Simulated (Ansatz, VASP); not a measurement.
## Ca3GeP: VASP beside Ansatz

Aim: how closely do two programs agree when they are given the same cell, functional and k mesh? The two relaxations start from unlike cells of this crystal (the structure described is Ansatz's start), so only their ends are compared.

Main program and level: Ansatz 0.2.0; plane waves, with VASP 6.6.1 beside it; relaxation of cell and atoms at RPBE.

The structure was built from a prototype and need not be the compound's stable phase.

### Step 1. Starting point

It takes space group Pm-3m (No. 221, cubic). The conventional cell has a = 4.972 Å, b = 4.972 Å, c = 4.972 Å, α = 90.00°, β = 90.00°, γ = 90.00°. Ge has 12 Ca at 3.52 Å nearest. Ca has 2 P at 2.49 Å and 4 Ge at 3.52 Å and 8 Ca at 3.52 Å nearest. P has 6 Ca at 2.49 Å nearest. As first built, before any earlier steps moved the atoms (in the runner's words): all N replaced by P in the Pm-3m structure of Ca3GeN. Farther neighbours are not listed.

### Step 2. VASP: relaxation of cell and atoms, RPBE

The relaxed volume is the usual yardstick between codes: in a stiff, nearly cubic crystal its relative difference is about their pressure difference at one cell divided by the bulk modulus.

Lines of VASP's logs that name or quote its potential files are left out, and so is its time.

Input file INCAR:

```
SYSTEM = Ca3GeP
PREC = Accurate
ENCUT = 500
EDIFF = 1E-07
NELM = 120
ISMEAR = -1
SIGMA = 0.05
LREAL = .FALSE.
ALGO = Normal
GGA = RP
NBANDS = 30
LORBIT = 11
LWAVE = .FALSE.
LCHARG = .FALSE.
ISIF = 3
IBRION = 2
NSW = 80
EDIFFG = -0.005
LASPH = .TRUE.
GGA_COMPAT = .FALSE.
NELMIN = 4
KPAR = 2
```

Input file POSCAR:

```
Ca3GeP
1.0
    5.4493143060      0.0000000000      0.0000000000
    0.0000000000      5.4493143060      0.0000000000
    0.0000000000      0.0000000000      5.4493143060
Ge Ca P
1 3 1
Direct
    0.0000000000      0.0000000000      0.0000000000
    0.5000000000      0.5000000000      0.0000000000
    0.5000000000      0.0000000000      0.5000000000
    0.0000000000      0.5000000000      0.5000000000
    0.5000000000      0.5000000000      0.5000000000
```

Input file KPOINTS:

```
Automatic mesh
0
Gamma
5 5 5
0 0 0
```

PAW data sets: Ge_d, Ca_sv and P (PBE family, release 64).

Launch:

```bash
mpirun -np 2 vasp_std
```

Numbers of over 12 decimals in the logs are rounded to 6 here.

The log of the run:

```text
[banner, memory and clock lines left out]
running    2 mpi-ranks, on    1 nodes
 distrk:  each k-point on    1 cores,    2 groups
 distr:  one band on    1 cores,    1 groups

 POSCAR found type information on POSCAR GeCaP
 POSCAR found :  3 types and       5 ions
|                                                                             |
|               ----> ADVICE to this user running VASP <----                  |
|                                                                             |
|     You enforced a specific xc type in the INCAR file but a different       |
|     [... a line on the potential file left out ...]
|     I HOPE YOU KNOW WHAT YOU ARE DOING!                                     |
|                                                                             |

 LDA part: xc-table for (Slater+PW92), standard interpolation
 POSCAR, INCAR and KPOINTS ok, starting setup
 FFT: planning ... GRIDC
 FFT: planning ... GRID_SOFT
 FFT: planning ... GRID
 WAVECAR not read
 entering main loop
       N       E                     dE             d eps       ncg     rms          rms(c)
DAV:   1     0.504901889704E+03    0.50490E+03   -0.23269E+04   670   0.212E+03
DAV:   2     0.394838508066E+02   -0.46542E+03   -0.45525E+03   600   0.639E+02
DAV:   3    -0.140440533908E+02   -0.53528E+02   -0.52236E+02   862   0.154E+02
DAV:   4    -0.185182490998E+02   -0.44742E+01   -0.44493E+01   904   0.458E+01
DAV:   5    -0.187852527721E+02   -0.26700E+00   -0.26690E+00  1088   0.782E+00    0.777E+00
DAV:   6    -0.175035985115E+02    0.12817E+01   -0.33187E+00   696   0.560E+00    0.484E+00
DAV:   7    -0.174002638588E+02    0.10333E+00   -0.12651E+00   792   0.380E+00    0.231E+00
DAV:   8    -0.174272408275E+02   -0.26977E-01   -0.47861E-01   696   0.233E+00    0.847E-01
DAV:   9    -0.174070739449E+02    0.20167E-01   -0.87447E-02   780   0.104E+00    0.459E-01
DAV:  10    -0.174083531330E+02   -0.12792E-02   -0.12213E-02   956   0.357E-01    0.186E-01
DAV:  11    -0.174088524419E+02   -0.49931E-03   -0.29681E-03   776   0.245E-01    0.134E-01
DAV:  12    -0.174088793628E+02   -0.26921E-04   -0.58172E-04   826   0.122E-01    0.447E-02
DAV:  13    -0.174088783529E+02    0.10099E-05   -0.78818E-05   874   0.404E-02    0.280E-02
DAV:  14    -0.174088773239E+02    0.10290E-05   -0.57690E-06   906   0.108E-02    0.129E-02
DAV:  15    -0.174088768103E+02    0.51358E-06   -0.45619E-06   754   0.671E-03    0.196E-03
DAV:  16    -0.174088771656E+02   -0.35525E-06   -0.48406E-07   632   0.325E-03    0.638E-04
DAV:  17    -0.174088771748E+02   -0.91877E-08   -0.24389E-08   492   0.902E-04
   1 F= -.17408877E+02 E0= -.17389136E+02  d E =-.174089E+02
 curvature:   0.00 expect dE= 0.000E+00 dE for cont linesearch  0.000E+00
 trial: gam= 0.00000 g(F)=  0.000E+00 g(S)=  0.368E-04 ort = 0.000E+00 (trialstep = 0.100E+01)
 search vector abs. value=  0.368E-04
 bond charge predicted
       N       E                     dE             d eps       ncg     rms          rms(c)
DAV:   1    -0.174092558308E+02   -0.37867E-03   -0.91157E-03   690   0.932E-01    0.107E-01
DAV:   2    -0.174090053973E+02    0.25043E-03   -0.80145E-04   866   0.232E-01    0.660E-02
DAV:   3    -0.174089046092E+02    0.10079E-03   -0.45715E-04   948   0.163E-01    0.179E-02
DAV:   4    -0.174089018744E+02    0.27348E-05   -0.43686E-05   832   0.406E-02    0.119E-02
DAV:   5    -0.174088986685E+02    0.32060E-05   -0.37982E-06   764   0.108E-02    0.696E-03
DAV:   6    -0.174088954708E+02    0.31977E-05   -0.19062E-06   840   0.111E-02    0.246E-03
DAV:   7    -0.174088943475E+02    0.11233E-05   -0.19967E-07   550   0.294E-03    0.495E-04
DAV:   8    -0.174088945586E+02   -0.21118E-06   -0.21040E-08   462   0.127E-03    0.275E-04
DAV:   9    -0.174088945854E+02   -0.26726E-07   -0.79738E-09   456   0.645E-04
   2 F= -.17408895E+02 E0= -.17389148E+02  d E =-.174106E-04
 trial-energy change:   -0.000017  1 .order   -0.000019   -0.000037   -0.000000
 step:   1.0106(harm=  1.0085)  dis= 0.00000  next Energy=   -17.408895 (dE=-0.174E-04)
 reached required accuracy - stopping structural energy minimisation
```

From OUTCAR (step 2):

```text
ion  position               nearest neighbor table
   1  0.000  0.000  0.000-
   2  0.500  0.500  0.000-   5 2.72   5 2.72
   3  0.500  0.000  0.500-   5 2.72   5 2.72
   4  0.000  0.500  0.500-   5 2.72   5 2.72
   5  0.500  0.500  0.500-   2 2.72   3 2.72   4 2.72   2 2.72   3 2.72   4 2.72

  LATTYP: Found a simple cubic cell.
 ALAT       =     5.4493143060

 Subroutine GETGRP returns: Found 48 space group operations
 (whereof 48 operations were pure point group operations)

The static configuration has the point symmetry O_h .

 Found     10 irreducible k-points:

   k-points           NKPTS =     10   k-points in BZ     NKDIM =     10   number of bands    NBANDS=     30

   dimension x,y,z NGX =    40 NGY =   40 NGZ =   40
   dimension x,y,z NGXF=    80 NGYF=   80 NGZF=   80

   ENCUT  =  500.0 eV  36.75 Ry    6.06 a.u.   9.94  9.94  9.94*2*pi/ulx,y,z

   NELECT =      49.0000    total number of electrons

 k-points in reciprocal lattice and weights: Automatic mesh
   0.00000000  0.00000000  0.00000000       0.008
   0.20000000  0.00000000  0.00000000       0.048
   0.40000000  0.00000000  0.00000000       0.048
   0.20000000  0.20000000  0.00000000       0.096
   0.40000000  0.20000000  0.00000000       0.192
   0.40000000  0.40000000  0.00000000       0.096
   0.20000000  0.20000000  0.20000000       0.064
   0.40000000  0.20000000  0.20000000       0.192
   0.40000000  0.40000000  0.20000000       0.192
   0.40000000  0.40000000  0.40000000       0.064

 average (electrostatic) potential at core
       1 -76.2376       2 -47.7505       3 -47.7505       4 -47.7505       5 -84.9444

 E-fermi :   2.3405

 k-point     1 :       0.0000    0.0000    0.0000
  band No.  band energies     occupation
    ...
     18      -7.3074      2.00000
     19      -4.5362      2.00000
     20       0.8393      2.00000
     21       0.8393      2.00000
     22       0.8393      2.00000
     23       3.0880      0.00000
     24       3.1316      0.00000
     25       3.1316      0.00000
     26       3.1316      0.00000
     27       3.4046      0.00000
    ...

 k-point     2 :       0.2000    0.0000    0.0000
  band No.  band energies     occupation
    ...
     19      -4.5084      2.00000
     20       0.4138      2.00000
     21       0.8297      2.00000
     22       0.8297      2.00000
     23       1.8139      1.99995
     24       2.6820      0.00216
     25       2.6820      0.00216
     26       3.5882      0.00000
     27       3.6175      0.00000
     28       3.8200      0.00000
    ...

 k-point     3 :       0.4000    0.0000    0.0000
  band No.  band energies     occupation
    ...
     21       0.8145      2.00000
     22       0.8145      2.00000
     23       0.9567      2.00000
     24       2.3338      1.06642
     25       2.3338      1.06642
     26       3.9782      0.00000
     27       4.0884      0.00000
     28       4.1133      0.00000
     29       5.2138      0.00000
     30       5.2145      0.00000

  Total        0.0003024      0.0003024      0.0003024      0.0000000     -0.0000000      0.0000000
  in kB        0.0029910      0.0029910      0.0029910      0.0000000     -0.0000000      0.0000000
  external PRESSURE =       0.0029910 kB  Pullay stress =       0.0000000 kB

  energy-cutoff  :      500.00
  volume of cell :      161.98
      direct lattice vectors                 reciprocal lattice vectors
     5.451189880  0.000000000  0.000000000     0.183446187  0.000000000  0.000000000
    -0.000000000  5.451189880  0.000000000    -0.000000000  0.183446187 -0.000000000
    -0.000000000  0.000000000  5.451189880    -0.000000000 -0.000000000  0.183446187

 POSITION                                       TOTAL-FORCE (eV/Angst)
 -----------------------------------------------------------------------------------
      0.00000      0.00000      0.00000         0.000000     -0.000000      0.000000
      2.72559      2.72559      0.00000        -0.000000     -0.000000      0.000000
      2.72559      0.00000      2.72559        -0.000000      0.000000      0.000000
     -0.00000      2.72559      2.72559        -0.000000      0.000000      0.000000
      2.72559      2.72559      2.72559        -0.000000      0.000000      0.000000
 -----------------------------------------------------------------------------------
    total drift:                               -0.000000     -0.000000     -0.000000

  FREE ENERGIE OF THE ION-ELECTRON SYSTEM (eV)
  ---------------------------------------------------
  free  energy   TOTEN  =       -17.4088945854 eV

  energy  without entropy=      -17.3694005960  energy(sigma->0) =      -17.38914759

 reached required accuracy - stopping structural energy minimisation

 total charge
# of ion       s       p       d       tot
------------------------------------------
    1        1.196   0.933   9.955  12.084
    2        2.045   5.854   0.229   8.128
    3        2.045   5.854   0.229   8.128
    4        2.045   5.854   0.229   8.128
    5        1.031   1.604   0.000   2.635
--------------------------------------------------
tot          8.363  20.098  10.642  39.103

[... 3 further parts left out ...]
```

This run has no spin polarisation. Its electron count is odd, so without a moment it is a metal by construction. The k-mesh is coarse for a metal. The run keeps the 48 symmetry operations of its start, so it cannot find a distortion of lower symmetry.

### Step 3. Ansatz: relaxation of cell and atoms, RPBE

Ansatz runs on its default PAW (the set named soft_2) files.

Its own start cell and the same functional, mesh and smearing now go to Ansatz, which takes its cutoff from its data sets.

Input file input.yaml:

```yaml
crystal:
  lattice:
    - [4.97167624, 0.0, 0.0]
    - [0.0, 4.97167624, 0.0]
    - [0.0, 0.0, 4.97167624]
  atoms:
    - { symbol: Ge, position: [0.0, 0.0, 0.0] }
    - { symbol: Ca, position: [0.5, 0.5, 0.0] }
    - { symbol: Ca, position: [0.5, 0.0, 0.5] }
    - { symbol: Ca, position: [0.0, 0.5, 0.5] }
    - { symbol: P, position: [0.5, 0.5, 0.5] }
kpoints:
  mp_grid: { grid: [5, 5, 5] }
scf:
  occupations: { method: fermi_dirac, width: 0.05 }
hamiltonian:
  xc: rpbe
output:
  forces: true
  stress: true
  write_density: true
  write_potential: true
  elf: true
  volumetric_format: npy
relax:
  f_tol: 0.02
  max_steps: 50
  cell: {}
```

Launch:

```bash
ansatz run input.yaml --threads 1 --pin off --max-ram 4096MiB --backend cpu --events-out ev --progress --plain --runs-dir out
```

The log of the run:

```text
Engine: ansatz 0.2.0, x86_64-unknown-linux-gnu
Pseudopotentials: kind: paw
Pseudopotential: Ge, paw, valence charge 14, recommended cutoff 420 eV (normal), Ge.paw.azcp
Pseudopotential: Ca, paw, valence charge 10, recommended cutoff 420 eV (normal), Ca.paw.azcp
Pseudopotential: P, paw, valence charge 5, recommended cutoff 420 eV (normal), P.paw.azcp
Functional definition: RPBE
  parameter kappa = 0.804
  parameter beta = 0.066725
  exchange = rpbe_x(kappa = kappa, mu = beta*pi^2/3)
  correlation = pbe_c(beta = beta)
Crystal: 5 atoms, lattice volume = 122.888 Å³
Basis set: ecut = 420 eV, 2469 PW (Γ), exchange–correlation on 72×72×72 points (8 copies of the dense FFT grid, shifted against one another)
Bands: 30, of which v1, the nominal top of the filled ones, is band 25 counted from 1 (24 counted from 0)
Symmetry: 48 space group operations
Space group: Pm-3m (ITA 221), of the structure as read, at distance tolerance 5.0e-5 Å
k-points: 10 of 125
Non-local potential: Ge, projectors of the file, l = 0: 2, l = 1: 2, l = 2: 3, l = 3: 1
Non-local potential: Ca, projectors of the file, l = 0: 3, l = 1: 2, l = 2: 2
Non-local potential: P, projectors of the file, l = 0: 2, l = 1: 2, l = 2: 2
PAW form: soft (Blöchl's): semilocal exchange-correlation on the pseudo side does not see the compensation charge
PAW frozen core: Ge, regenerated for the run's functional, and the local potential with it (the file was generated under x = pbe(κ = 0.804, μ = 0.219515), c = pbe(β = 0.066725))
PAW frozen core: Ca, regenerated for the run's functional, and the local potential with it (the file was generated under x = pbe(κ = 0.804, μ = 0.219515), c = pbe(β = 0.066725))
PAW frozen core: P, regenerated for the run's functional, and the local potential with it (the file was generated under x = pbe(κ = 0.804, μ = 0.219515), c = pbe(β = 0.066725))
PAW one-centre angular grid: Ge, 590 points (default); XC on 64 Gauss nodes
PAW one-centre angular grid: Ca, 110 points (default); XC on 64 Gauss nodes
PAW one-centre angular grid: P, 110 points (default); XC on 64 Gauss nodes
Initial density: superposition of atomic densities (neutral atoms: chi_scale 0, normalization atom), corrected by the library's trained network
Initial wavefunctions: pseudopotential atomic-orbital guess
Functional: x = rpbe, c = pbe(β = 0.066725)
SCF iter   1: F=—  HF=-10524.771216 eV  |F-HF|=—  |Δ(HF+E_count)|=         —  Δρ=2.32e-3  dr2=1.42e-2  ethr=1.77e-3  ⟨swp⟩=10.6  Hψ=1610  notcnv=0
preconditioner: auto → Resta (q_TF=auto, 2.341 Å⁻¹)  ε∞=6.1  [insulator: Δε(μ)=0.206 eV  Ē_g=5.723 eV  σ=0.050 eV  W_gap=0.52  n_scr=26 (ndim 8)  ℏωp=13.0 eV  f_vac=0.000  D(μ)=4.88/eV (n_scr^D=32)  ε∞_Penn≈6.1]
SCF iter   2: F=—  HF=-10524.770231 eV  |F-HF|=—  |Δ(HF+E_count)|=   9.85e-4  Δρ=1.23e-3  dr2=2.47e-3  ethr=2.90e-5  ⟨swp⟩=3.2  Hψ=655  notcnv=0  defer=3
SCF iter   3: F=—  HF=-10524.770496 eV  |F-HF|=—  |Δ(HF+E_count)|=   2.66e-4  Δρ=5.22e-4  dr2=3.95e-4  ethr=5.03e-6  ⟨swp⟩=2.1  Hψ=451  notcnv=0  defer=6
SCF iter   4: F=—  HF=-10524.770560 eV  |F-HF|=—  |Δ(HF+E_count)|=   6.35e-5  Δρ=2.14e-4  dr2=8.43e-5  ethr=8.07e-7  ⟨swp⟩=2.0  Hψ=501  notcnv=0  defer=6
SCF iter   5: F=—  HF=-10524.770535 eV  |F-HF|=—  |Δ(HF+E_count)|=   2.45e-5  Δρ=5.87e-5  dr2=3.30e-6  ethr=1.72e-7  ⟨swp⟩=2.0  Hψ=506  notcnv=0  defer=5
SCF iter   6: F=—  HF=-10524.770536 eV  |F-HF|=—  |Δ(HF+E_count)|=   6.59e-7  Δρ=2.02e-5  dr2=5.42e-7  ethr=6.72e-9  ⟨swp⟩=2.0  Hψ=506  notcnv=0  defer=5
SCF iter   7: F=—  HF=-10524.770536 eV  |F-HF|=—  |Δ(HF+E_count)|=   1.82e-7  Δρ=9.96e-6  dr2=1.18e-7  ethr=2.04e-10  ⟨swp⟩=8.8  Hψ=1802  notcnv=0
SCF iter   8: F=-10524.770536 eV  HF=-10524.770536 eV  |F-HF|=2.70e-9  |Δ(HF+E_count)|=   4.15e-8  Δρ=2.40e-6  dr2=7.76e-9  ethr=2.04e-10  ⟨swp⟩=8.4  Hψ=1632  notcnv=0
SCF 1 converged in 8 iterations: F = -10524.770536 eV  dr2 = 7.76e-9
  greatest PAW one-centre occupation: 0.998 electrons in one spin orbital (limit 2), on the Ge atom at site 0 (counted from 0), in its partial waves of l = 2
relax step   1: F+E_penalty+E_count = -10524.77053631 eV  Δ(F+E_penalty+E_count) = +0.000e0 eV  max|allowed force component| = 2.096e-29 eV/Å  Δτ_max = 0.0000 Å  P = +15.472 GPa  Ω = 122.888 Å³  (8 SCF iters, dr2 threshold 1.00e-7 eV, accepted)
[...]
relax step   6: F+E_penalty+E_count = -10526.26946876 eV  Δ(F+E_penalty+E_count) = -1.400e-2 eV  max|allowed force component| = 7.889e-30 eV/Å  Δτ_max = 0.0000 Å  P = +0.172 GPa  Ω = 160.898 Å³  stress off target by 1.72e-1 GPa  SCF on the basis re-selected at this cell (its energy is not comparable with the rows above)  (10 SCF iters)
[...]
relax step   7: F+E_penalty+E_count = -10526.26985126 eV  Δ(F+E_penalty+E_count) = -3.825e-4 eV  max|allowed force component| = 6.669e-29 eV/Å  Δτ_max = 0.0000 Å  P = +0.012 GPa  Ω = 161.673 Å³  energy of the carried Pulay correction = -6.065e-5 eV  (6 SCF iters, dr2 threshold 7.39e-8 eV, accepted)
[...]
relax step   8: F+E_penalty+E_count = -10526.26992015 eV  Δ(F+E_penalty+E_count) = -6.890e-5 eV  max|allowed force component| = 6.669e-29 eV/Å  Δτ_max = 0.0000 Å  P = +0.012 GPa  Ω = 161.673 Å³  stress off target by 1.16e-2 GPa  SCF on the basis re-selected at this cell (its energy is not comparable with the rows above)  (6 SCF iters)
basis re-selected at this cell: Δ(F+E_penalty+E_count) = -6.890e-5 eV, ΔP = -0.000 GPa vs the last step (what re-selecting the basis moved, of the pressure what is left beyond the Pulay correction that the steps carried, after the strain that the cell walked since its last selection, with what the two solves' SCF thresholds leave and, on support functions, any second-order correction that the steps lacked; it is no m [...]
SCF converged after 6 iterations
Free energy (F): -10526.269920 eV
Harris-Foulkes:  -10526.269920 eV  (|F-HF|=5.64e-11)
Internal energy: -10526.230459 eV  (E = F + TS)
E sigma→0 (E₀):  -10526.250190 eV
Entropy (-TS):   -0.039461 eV (-7.892 meV/atom)
Fermi energy:    5.304355 eV
--- Per-component energies (eV) ---
  E_band       = -670.178286
  E_kinetic    = 1011.690925
  E_local      = -5213.960662  (includes V_loc(G=0)·N_el)
  E_nonlocal   = 636.444299
  E_hartree    = 2019.209746
  E_xc         = -548.885326
  E_vxc        = -636.513885  (∫ρ·V_xc dr)
  E_paw        = -5181.648827  (= ΣΔE_a)
  E_vpaw       = -506.258933  (= ΣTr[D̂ρ^β])
  E_aug_tail   = 0.000292  (compensation charges beyond the density's cutoff)
  E_ewald      = -3248.714725
  E_core_change = -0.366181  (= ΣΔE_core)
  E_smearing   = -0.039461  (= −TS)
  E_closure    = -0.000000  (closes the sum)
  Σ components = -10526.269920   (vs F -10526.269920, Δ=0.00e0)
--- Forces (eV/Å), atoms counted from 1 ---
  atom   1  Ge    -0.00000000     0.00000000    -0.00000000
  atom   2  Ca     0.00000000    -0.00000000     0.00000000
  atom   3  Ca     0.00000000     0.00000000     0.00000000
  atom   4  Ca     0.00000000    -0.00000000     0.00000000
  atom   5  P      0.00000000     0.00000000     0.00000000
  max |Σ_I F_I| component: 2.56e-28 eV/Å
--- Stress (GPa, compression-positive) ---
        0.011618       0.000000       0.000000
        0.000000       0.011618       0.000000
        0.000000       0.000000       0.011618
  P = ⅓ Tr σ = 0.0116 GPa (0.116 kbar)
--- Band table (eV; the first three rows and the last of 10) ---
  k-point 0: bands = [... 21 lower, 3.7960, 6.0628, 6.0953, 6.0953, 6.0953, 6.3719, 6.3719, 6.7035, ... 1 higher]
  k-point 1: bands = [... 21 lower, 3.7866, 4.7801, 5.6460, 5.6460, 6.5575, 6.5844, 6.7843, 7.3710, ... 1 higher]
  k-point 2: bands = [... 21 lower, 3.7717, 3.9216, 5.2978, 5.2978, 6.9422, 7.0576, 7.0787, 8.1776, ... 1 higher]
  k-point 9: bands = [... 21 lower, 2.5200, 4.6043, 4.6043, 4.6553, 7.5835, 7.7161, 7.7161, 8.1091, ... 1 higher]
--- Relaxed structure (6 steps of the walk, 6 accepted, 2 SCFs on fresh bases) ---
  F+E_penalty+E_count = -10526.26992015 eV   max|allowed force component| = 6.669e-29 eV/Å   (the final SCF, on the basis selected at the relaxed cell)
  cell:  # Å, volume = 161.6727 Å³
    - [5.447688, 0, 0]
    - [0, 5.447688, 0]
    - [0, 0, 5.447688]
  atoms:
    - { symbol: Ge, position: [0, 0, 0] }
    - { symbol: Ca, position: [0.500000, 0.500000, 0] }
    - { symbol: Ca, position: [0.500000, 0, 0.500000] }
    - { symbol: Ca, position: [0, 0.500000, 0.500000] }
    - { symbol: P, position: [0.500000, 0.500000, 0.500000] }
```

### Step 4. Side by side

Known differences besides the potentials themselves: the cutoff is 420 eV in Ansatz and 500 eV in VASP; Ansatz makes its cores anew for this functional, VASP keeps those of its PBE data sets; Ansatz adds a Pulay correction to the stress that steers its cell, VASP none. Total energies have different zeros and are not compared.

The two programs side by side:

```
                                         quantity  Ansatz    VASP  difference
                                      volume (Å³)  161.67  161.98     -0.19 %
edge a after relaxation, in the typed setting (Å)   5.448   5.451     -0.06 %
```

### Step 5. Results

| Property | Result |
| --- | --- |
| difference in volume (relaxation of cell and atoms, RPBE) | -0.19 % |

What this shows: The difference in volume is -0.19 % (relaxation of cell and atoms, RPBE), within the 1.2 % picked in this series as the mark of a large difference, as far as the stopping tolerances let one tell. How closely two codes agree says nothing of how well the functional describes the real material.

[Lines on the potential files, build, host, timing and source positions are cut from VASP's logs without a mark.]

[Logs are printed without paths, hosts, clocks, repeated set-up lines and the standing remarks that a program may print on its own settings, such as how far it seeks lower states.]

[Hosts, paths, dates, database ids (printed as entryN), source tags and the programs' standing remarks are cut or masked in the printed files.]
